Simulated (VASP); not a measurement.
## Zn2C (antifluorite), LDA single-point calculation: Ansatz's output and VASP's

```
CELL_PARAMETERS angstrom
0.00000 2.57795 2.57795
2.57795 0.00000 2.57795
2.57795 2.57795 0.00000
ATOMIC_POSITIONS crystal
C 0.00000 0.00000 0.00000
Zn 0.25000 0.25000 0.25000
Zn 0.75000 0.75000 0.75000
```

Ansatz printed

```
SCF 1 converged in 6 iterations: F = -6733.449268 eV  dr2 = 3.74e-9
  greatest PAW one-centre occupation: 0.983 electrons in one spin orbital (limit 2), on the Zn atom at site 2 (counted from 0), in its partial waves of l = 2
NSCF: frozen V_eff on 6 k-points
SCF converged after 6 iterations
Free energy (F): -6733.449268 eV
Harris-Foulkes:  -6733.449268 eV  (|F-HF|=3.41e-9)
Internal energy: -6733.449104 eV  (E = F + TS)
E sigma→0 (E₀):  -6733.449186 eV
Entropy (-TS):   -0.000163 eV (-0.054 meV/atom)
Fermi energy:    11.963085 eV
--- Per-component energies (eV) ---
  E_band       = 130.550949
  E_kinetic    = 349.804972
  E_local      = -3138.399344  (includes V_loc(G=0)·N_el)
  E_nonlocal   = 1259.391495
  E_hartree    = 1313.193731
  E_xc         = -319.375897
  E_vxc        = -167.142572  (∫ρ·V_xc dr)
  E_paw        = -3601.638401  (= ΣΔE_a)
  E_vpaw       = -799.489718  (= ΣTr[D̂ρ^β])
  E_aug_tail   = -0.000857  (compensation charges beyond the density's cutoff)
  E_ewald      = -2599.601917
  E_core_change = 3.177115  (= ΣΔE_core)
  E_smearing   = -0.000163  (= −TS)
  E_closure    = -0.000000  (closes the sum)
  Σ components = -6733.449268   (vs F -6733.449268, Δ=0.00e0)
--- Forces (eV/Å), atoms counted from 1 ---
  atom   1  C     -0.00000000     0.00000000     0.00000000
  atom   2  Zn     0.00000000    -0.00000000     0.00000000
  atom   3  Zn    -0.00000000     0.00000000     0.00000000
  max |Σ_I F_I| component: 8.10e-18 eV/Å
--- Stress (GPa, compression-positive) ---
       -7.384905       0.000000       0.000000
       -0.000000      -7.384905       0.000000
       -0.000000      -0.000000      -7.384905
  P = ⅓ Tr σ = -7.3849 GPa (-73.849 kbar)
--- Band table (eV; the first three rows and the last of 29) ---
  k-point 0: bands = ["-2.0748", "3.1379", "3.1379", "3.1379", "3.3299", "3.3299", "4.6736", "4.6736", "4.6736", "5.0368", "5.0368", "11.9076", "11.9474", "11.9474", "11.9474", "16.0186", "16.0186", "16.0186"]
  k-point 1: bands = ["-1.8676", "3.1279", "3.1862", "3.1862", "3.3911", "3.3911", "4.6246", "4.6393", "4.6393", "4.9537", "4.9537", "10.2390", "11.6928", "11.6928", "12.8437", "15.8742", "16.4480", "16.4480"]
  k-point 2: bands = ["-1.2928", "3.1334", "3.3212", "3.3212", "3.5652", "3.5652", "4.5072", "4.5355", "4.5355", "4.7289", "4.7289", "8.0804", "11.2391", "11.2391", "12.9665", "16.4321", "17.0825", "17.0825"]
  k-point 28: bands = ["0.4319", "3.3327", "3.3327", "3.6590", "3.9471", "3.9471", "4.3015", "4.3015", "4.5011", "4.5351", "5.1568", "6.9476", "6.9476", "6.9899", "15.8719", "17.0616", "17.0616", "17.1881"]
```

Datasets and cutoffs are each program's own. VASP's cell holds 28 valence electrons and Ansatz's 28. LDA means the Perdew–Zunger form with relativistic exchange in VASP and the Perdew–Wang form in Ansatz. Ansatz's stress includes a Pulay correction; VASP's doesn't.

What does VASP give for the same cell and level of theory?

gap between bands v and c 0.00 eV; least direct gap 0.00 eV; pressure -6.5 GPa.

From OUTCAR

```
k-points           NKPTS =     29   k-points in BZ     NKDIM =     29   number of bands    NBANDS=     21

   NELECT =      28.0000    total number of electrons

   dimension x,y,z NGX =    28 NGY =   28 NGZ =   28
   dimension x,y,z NGXF=    56 NGYF=   56 NGZF=   56

  energy-cutoff  :      520.00
  volume of cell :       34.27
      direct lattice vectors                 reciprocal lattice vectors
     0.000000000  2.577949036  2.577949036    -0.193952632  0.193952632  0.193952632
     2.577949036  0.000000000  2.577949036     0.193952632 -0.193952632  0.193952632
     2.577949036  2.577949036  0.000000000     0.193952632  0.193952632 -0.193952632

 k-points in reciprocal lattice and weights: KPOINTS created by Atomic Simulation Env
   0.00000000  0.00000000  0.00000000       0.002
   0.12500000  0.00000000  0.00000000       0.016
   0.25000000  0.00000000  0.00000000       0.016
   0.37500000  0.00000000  0.00000000       0.016
   0.50000000  0.00000000  0.00000000       0.008
   0.12500000  0.12500000  0.00000000       0.012
   0.25000000  0.12500000  0.00000000       0.047
   0.37500000  0.12500000  0.00000000       0.047
   ...

 E-fermi :   4.5394

 k-point     1 :       0.0000    0.0000    0.0000
  band No.  band energies     occupation
      1      -9.5029      2.00000
      2      -4.3146      2.00000
      3      -4.3146      2.00000
      4      -4.3146      2.00000
      5      -4.1246      2.00000
      6      -4.1246      2.00000
      7      -2.7821      2.00000
      8      -2.7821      2.00000
      9      -2.7821      2.00000
     10      -2.4195      2.00000
     11      -2.4195      2.00000
     12       4.5150      1.54428
     13       4.5182      1.48526
     14       4.5182      1.48526
     15       4.5182      1.48525
     16       8.5946      0.00000
     17       8.5946      0.00000
     18       8.5946      0.00000
     19      13.7527      0.00000
     20      15.5122      0.00000
     21      15.5122      0.00000

 k-point     2 :       0.1250    0.0000    0.0000
  band No.  band energies     occupation
      1      -9.2958      2.00000
      2      -4.3239      2.00000
      3      -4.2662      2.00000
      4      -4.2662      2.00000
      5      -4.0633      2.00000
      6      -4.0633      2.00000
      7      -2.8308      2.00000
      8      -2.8162      2.00000
      9      -2.8162      2.00000
     10      -2.5022      2.00000
     11      -2.5022      2.00000
     12       2.8133      2.00000
     13       4.2628      2.00000
     14       4.2628      2.00000
     15       5.4425      0.00000
     16       8.4649      0.00000
     17       9.0251      0.00000
     18       9.0251      0.00000
     19      14.3455      0.00000
     20      14.6066      0.00000
     21      14.6066      0.00000

 k-point     3 :       0.2500    0.0000    0.0000
  band No.  band energies     occupation
      1      -8.7215      2.00000
      2      -4.3161      2.00000
      3      -4.1310      2.00000
      4      -4.1310      2.00000
      5      -3.8888      2.00000
      6      -3.8888      2.00000
      7      -2.9474      2.00000
      8      -2.9197      2.00000
      9      -2.9197      2.00000
     10      -2.7262      2.00000
     11      -2.7262      2.00000
     12       0.6457      2.00000
     13       3.8074      2.00000
     14       3.8074      2.00000
     15       5.5664      0.00000
     16       9.0337      0.00000
     17       9.6577      0.00000
     18       9.6577      0.00000
     19      13.6161      0.00000
     20      14.1511      0.00000
     21      14.1511      0.00000

 k-point     4 :       0.3750    0.0000    0.0000
  band No.  band energies     occupation
      1      -7.9814      2.00000
      2      -4.2030      2.00000
      3      -3.9401      2.00000
      4      -3.9401      2.00000
      5      -3.6393      2.00000
      6      -3.6393      2.00000
      7      -3.0848      2.00000
      8      -3.0848      2.00000
      9      -3.0313      2.00000
     10      -3.0194      2.00000
     11      -3.0194      2.00000
     12      -1.3966      2.00000
     13       3.4778      2.00000
     14       3.4778      2.00000
     15       5.4238      0.00000
     16       9.7009      0.00000
     17       9.7009      0.00000
     18       9.9747      0.00000
     19      13.2638      0.00000
     20      15.1690      0.00000
     21      15.1690      0.00000

 ...

  Total       -1.3976725     -1.3976725     -1.3976725     -0.0000000      0.0000000     -0.0000000
  in kB      -65.3526223    -65.3526223    -65.3526223     -0.0000000      0.0000000     -0.0000000
  external PRESSURE =     -65.3526223 kB  Pullay stress =       0.0000000 kB

 POSITION                                       TOTAL-FORCE (eV/Angst)
 -----------------------------------------------------------------------------------
      0.00000      0.00000      0.00000        -0.000000     -0.000000      0.000000
      1.28897      1.28897      1.28897        -0.000000      0.000000      0.000000
      3.86692      3.86692      3.86692         0.000000     -0.000000     -0.000000
 -----------------------------------------------------------------------------------
    total drift:                                0.000000      0.000000      0.000000

  FREE ENERGIE OF THE ION-ELECTRON SYSTEM (eV)
  ---------------------------------------------------
  free  energy   TOTEN  =       -11.8255913119 eV

  energy  without entropy=      -11.8254157016  energy(sigma->0) =      -11.82550351
```
